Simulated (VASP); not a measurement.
# A VASP study of TiAl3 (PBEsol): structure first, properties next, part 5 of 5

Wanted: the relaxed cell of TiAl3 and its properties. The start is a computed cell from the Materials Project.

VASP 6.6.1; PBEsol; plane waves and PAW (Ti_sv, Al).

Still holding for the runs below: This run has no spin polarisation. Its electron count is odd, so without a moment it is a metal by construction.

So far. Step 4 (Bands along the symmetry lines (PBEsol)): There is no gap at this level. Step 5 (Total and projected DOS (PBEsol)): The finer mesh and the other smearing move the Fermi level by -0.02 eV from the 7×7×7 run, a small shift, which tests the Fermi level alone. Of the states within 0.3 eV of the Fermi level, the largest shares in the PAW spheres are Ti d 49 % and Al p 7 %. The rest lies in smaller channels or between the spheres. The relaxed cell has a = 3.812, c = 8.561 Å (conventional setting).

### Step 6. Vibrations at Γ (PBEsol) (continued)

Modes at Γ, with each element's share of the kinetic energy:

| mode | frequency (cm⁻¹) | symmetry | Ti % | Al % |
| --- | --- | --- | --- | --- |
| 1 | -0.2 | acoustic | 37 | 63 |
| 2 | -0.1 | acoustic | 37 | 63 |
| 3 | -0.1 | acoustic | 37 | 63 |
| 4 | 204.3 | A2u | 36 | 64 |
| 5 | 227.6 | Eu | 27 | 73 |
| 6 | 227.6 | Eu | 27 | 73 |
| 7 | 258.6 | Bg | 0 | 100 |
| 8 | 329.1 | A2u | 27 | 73 |
| 9 | 345.1 | Eg | 0 | 100 |
| 10 | 345.1 | Eg | 0 | 100 |
| 11 | 352.0 | Eu | 36 | 64 |
| 12 | 352.0 | Eu | 36 | 64 |

Displacements in mode 4 (204.3 cm⁻¹), the largest set to 1:
```
Ti1  0.00  0.00 -0.56
Al2  0.00  0.00  1.00
Al3  0.00  0.00 -0.01
Al4  0.00  0.00 -0.01
```

Displacements in mode 6 (227.6 cm⁻¹), the largest set to 1:
```
Ti1  0.10 -0.72  0.00
Al2  0.10 -0.72  0.00
Al3 -0.14  1.00  0.00
Al4 -0.14  1.00  0.00
```

The three acoustic modes lie within 0.2 cm⁻¹ of zero, and all others are real. By the characters of their eigenvectors the optical modes sort into (cm⁻¹) Raman active: Bg 259, Eg 345; infrared active: A2u 204, Eu 228, A2u 329, Eu 352. B labels carry no number here, since it depends on the setting of the axes. With a centre of inversion no mode is active in both.

### Step 7. Optical spectrum (PBEsol)

LOPTICS sums transitions from filled to empty bands. NBANDS is raised for it.

The input, INCAR:

```
SYSTEM = TiAl3
PREC = Accurate
ENCUT = 400
EDIFF = 1E-06
NELM = 100
ISMEAR = 1
SIGMA = 0.2
LREAL = .FALSE.
ALGO = Normal
GGA = PS
NBANDS = 42
LASPH = .TRUE.
LORBIT = 11
LWAVE = .FALSE.
LCHARG = .FALSE.
KPAR = 4
LOPTICS = .TRUE.
NEDOS = 1500
CSHIFT = 0.1
```

The input, POSCAR:

```
TiAl3
1.0
    0.0000000000     -3.8121898902      0.0000000000
   -3.8121898902      0.0000000000      0.0000000000
    1.9060949451     -1.9060949451     -4.2804033547
Ti Al
1 3
Direct
    0.0000000000      0.0000000000      0.0000000000
    0.5000000000      0.5000000000      0.0000000000
    0.7500000000      0.7500000000      0.5000000000
    0.2500000000      0.2500000000      0.5000000000
```

The input, KPOINTS:

```
Automatic mesh
0
Gamma
10 10 10
0 0 0
```

The projector-augmented-wave data sets are Ti_sv and Al (PBE family, release 64).

On the command line:

```console
$ mpirun -np 4 vasp_std
```

What it wrote:

```text
[... set-up lines as in an earlier step ...]
 entering main loop
       N       E                     dE             d eps       ncg     rms          rms(c)
DAV:   1     0.126230184529E+03    0.12623E+03   -0.61442E+03  8576   0.384E+02
DAV:   2    -0.145199058346E+02   -0.14075E+03   -0.13137E+03  9186   0.133E+02
DAV:   3    -0.240888111100E+02   -0.95689E+01   -0.93779E+01 10262   0.356E+01
DAV:   4    -0.243274328241E+02   -0.23862E+00   -0.23808E+00  9970   0.563E+00
DAV:   5    -0.243322470650E+02   -0.48142E-02   -0.48136E-02 10246   0.809E-01    0.114E+01
DAV:   6    -0.230402946804E+02    0.12920E+01   -0.83964E+00  9948   0.150E+01    0.654E+00
DAV:   7    -0.223232786925E+02    0.71702E+00   -0.51997E+00  9998   0.819E+00    0.321E+00
DAV:   8    -0.222923490552E+02    0.30930E-01   -0.72587E-01 10108   0.365E+00    0.209E+00
DAV:   9    -0.222268868811E+02    0.65462E-01   -0.40661E-01 10204   0.254E+00    0.428E-01
DAV:  10    -0.222261576277E+02    0.72925E-03   -0.38944E-03  9702   0.215E-01    0.372E-01
DAV:  11    -0.222240161094E+02    0.21415E-02   -0.74509E-03 11024   0.316E-01    0.953E-02
DAV:  12    -0.222240654572E+02   -0.49348E-04   -0.28598E-04  9642   0.472E-02    0.389E-02
DAV:  13    -0.222240640000E+02    0.14573E-05   -0.10678E-05 10572   0.148E-02    0.195E-02
DAV:  14    -0.222240598396E+02    0.41604E-05   -0.10860E-05 10910   0.105E-02    0.609E-03
DAV:  15    -0.222240596898E+02    0.14979E-06   -0.16693E-07  6238   0.149E-03
   1 F= -.22224060E+02 E0= -.22225022E+02  d E =0.288789E-02
 optical routines
 imaginary and real dielectric function
 recalculating local potential from charge density
 direction            1
 direction            2
 direction            3
```

The job ended after 2.2 min (4 MPI ranks of AMD EPYC 7571, shared host; peak memory 1.4 GiB; 8.5 min of CPU time).

OUTCAR, selected parts (step 7):

```text
   k-points           NKPTS =    102   k-points in BZ     NKDIM =    102   number of bands    NBANDS=     42

   NELECT =      21.0000    total number of electrons

 E-fermi :   8.3269

 k-point     1 :       0.0000    0.0000    0.0000
  band No.  band energies     occupation
    ...
      6       5.4536      2.00000
      7       5.6913      2.00000
      8       6.9053      2.00000
      9       7.1145      2.00000
     10       7.1145      2.00000
     11       9.1881     -0.00000
     12      10.1206     -0.00000
     13      10.1206     -0.00000
     14      10.5743     -0.00000
     15      10.8761     -0.00000
    ...

  Total        0.0726372      0.0726372     -0.0904135      0.0000000     -0.0000000     -0.0000000
  in kB        1.8708359      1.8708359     -2.3286818      0.0000000     -0.0000000     -0.0000000
  external PRESSURE =       0.4709967 kB  Pullay stress =       0.0000000 kB

 POSITION                                       TOTAL-FORCE (eV/Angst)
 -----------------------------------------------------------------------------------
      0.00000      0.00000      0.00000        -0.000000      0.000000      0.000000
     -1.90609     -1.90609      0.00000        -0.000000      0.000000      0.000000
     -1.90609     -3.81219     -2.14020         0.000000      0.000000      0.000000
      0.00000     -1.90609     -2.14020        -0.000000     -0.000000     -0.000000
 -----------------------------------------------------------------------------------
    total drift:                                0.000000     -0.000000      0.000000

  FREE ENERGIE OF THE ION-ELECTRON SYSTEM (eV)
  ---------------------------------------------------
  free  energy   TOTEN  =       -22.2240596898 eV

  energy  without entropy=      -22.2269475761  energy(sigma->0) =      -22.22502232

 plasma frequency squared (from intraband transitions) (eV^2)
  --------------------------------------------------------------------------------------
      20.385       0.000       0.000
       0.000      20.385       0.000
       0.000       0.000      10.421

[... 8 parts as in an earlier step ...]

[... 8 further parts left out ...]
```

These are independent-particle spectra without excitons or local fields, and fine structure depends on the mesh and on CSHIFT. The intraband (Drude) part is not in this spectrum.

Numbers from this step:

```yaml
scf_cycles: 15
bands: 42
irreducible_k_points: 102
fermi_energy: 8.327 eV
pressure: 0.04710 GPa
```

The imaginary dielectric function has structure finer than the step of the table below, so its rows give means over 1 eV, whole bins alone (the curve runs from 0 to 25.0 eV). Peaks (eV: height): xx 0.5: 23.9, 2.4: 27.4; zz 0.4: 26.9, 1.8: 36.0, 4.6: 25.5.

Imaginary dielectric function against photon energy; means over each step:

| photon energy (eV) | xx | zz |
| --- | --- | --- |
| 1 | 17.7 | 16.9 |
| 2 | 23.2 | 28.6 |
| 3 | 23.4 | 19.1 |
| 4 | 20.9 | 19.0 |
| 5 | 13.9 | 18.7 |
| 6 | 5.64 | 6.14 |
| 7 | 2.58 | 2.08 |
| 8 | 1.24 | 1.16 |
| 9 | 0.901 | 0.760 |
| 10 | 0.553 | 0.452 |
| 11 | 0.308 | 0.356 |
| 12 | 0.257 | 0.261 |
| 13 | 0.204 | 0.186 |
| 14 | 0.146 | 0.155 |
| 15 | 0.126 | 0.125 |
| 16 | 0.131 | 0.103 |
| 17 | 0.111 | 0.0802 |
| 18 | 0.0901 | 0.0720 |
| 19 | 0.0844 | 0.0632 |
| 20 | 0.0767 | 0.0549 |
| 21 | 0.0702 | 0.0527 |
| 22 | 0.0632 | 0.0553 |
| 23 | 0.0657 | 0.0535 |
| 24 | 0.0570 | 0.0546 |

Table of real dielectric function by photon energy:

| photon energy (eV) | xx | zz |
| --- | --- | --- |
| 0 | 49.3 | 55.3 |
| 1 | 22.8 | 29.6 |
| 2 | 21.6 | 7.73 |
| 3 | 6.87 | -0.521 |
| 4 | -0.233 | 7.52 |
| 5 | -10.1 | -13.1 |
| 6 | -8.60 | -11.0 |
| 7 | -5.77 | -6.08 |
| 8 | -3.79 | -4.02 |
| 9 | -2.53 | -2.73 |
| 10 | -2.01 | -1.91 |
| 11 | -1.31 | -1.36 |
| 12 | -0.835 | -0.959 |
| 13 | -0.575 | -0.580 |
| 14 | -0.307 | -0.343 |
| 15 | -0.0924 | -0.154 |
| 16 | 0.0625 | 0.0167 |
| 17 | 0.156 | 0.134 |
| 18 | 0.265 | 0.246 |
| 19 | 0.355 | 0.338 |
| 20 | 0.430 | 0.424 |
| 21 | 0.493 | 0.489 |
| 22 | 0.550 | 0.550 |
| 23 | 0.599 | 0.598 |
| 24 | 0.642 | 0.642 |

### Step 8. Results

| Property | Result |
| --- | --- |
| relaxed volume | 15.55 Å³/atom |
| relaxed conventional cell a, b, c | 3.812, 3.812, 8.561 Å |
| space group after relaxing, within 0.02 Å | I4/mmm (No. 139) |
| band gap | none, a metal |
| DOS at the Fermi level | 1.69 states/eV/cell |
| highest zone-centre mode | 352 cm⁻¹ |

In words: With PBEsol, TiAl3 relaxes to 15.55 Å³/atom in space group I4/mmm (held by the symmetry of the run) and comes out as a metal. Bands along the symmetry lines (PBEsol): Of the bands kept, 3 cross the Fermi level on this path. Vibrations at Γ (PBEsol): The highest mode in this list at Γ, 352.0 cm⁻¹, has its largest share on Al (64 % of the kinetic energy). With an odd electron count and no spin the cell is a metal by construction. Modes at Γ alone can't show that the crystal is stable at other wave vectors. No search among competing phases was made, and a listed structure need not be the one stable at ambient conditions. All values are for a static lattice at zero temperature.

[Lines on the potential files, build, host, timing and source positions are cut from VASP's logs without a mark.]

[Logs are printed without paths, hosts, clocks, repeated set-up lines and the standing remarks that a program may print on its own settings, such as how far it seeks lower states.]

[Hosts, paths, dates, database ids (printed as entryN), source tags and the programs' standing remarks are cut or masked in the printed files.]

[A measured line is paired with the nearest computed mode of its activity, which favours agreement.]
